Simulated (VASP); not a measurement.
IrO₂ (rutile): the lattice constant a from VASP (plane waves, PAW) at several levels of theory. Static lattice. The measured value holds thermal and zero-point effects that the static calculation lacks.

```tsv
level	lattice constant a (Å)	error against measurement
LDA	4.454	-1.1 %
PBE	4.543	+0.9 %
PBEsol	4.488	-0.4 %
```

Measured: 4.505 Å (as given by Zenji Hiroi, Progress in Solid State Chemistry (2015), arXiv:1503.02262).

The cell of the LDA run:

```cif
data_Ir2O4
_chemical_formula_sum 'Ir2 O4'
_space_group_name_H-M_alt 'P42/mnm'
_space_group_IT_number 136
_space_group_name_Hall '-P 4n 2n'
_cell_length_a 4.45367
_cell_length_b 4.45367
_cell_length_c 3.14807
_cell_angle_alpha 90.000
_cell_angle_beta 90.000
_cell_angle_gamma 90.000
loop_
_atom_site_label
_atom_site_type_symbol
_atom_site_symmetry_multiplicity
_atom_site_Wyckoff_symbol
_atom_site_fract_x
_atom_site_fract_y
_atom_site_fract_z
_atom_site_occupancy
Ir1 Ir 2 a 0.00000 0.00000 0.00000 1
O1 O 4 f 0.30898 0.30898 0.00000 1
```

Only levels that ran to the end are used. Left out are those held back, those with too coarse a band path, GW runs whose mesh misses a band edge, hybrids' fits of cells that aren't cubic and levels without matching references; a question may draw on a part of the rest.

The compound is IrO2 in the rutile structure.
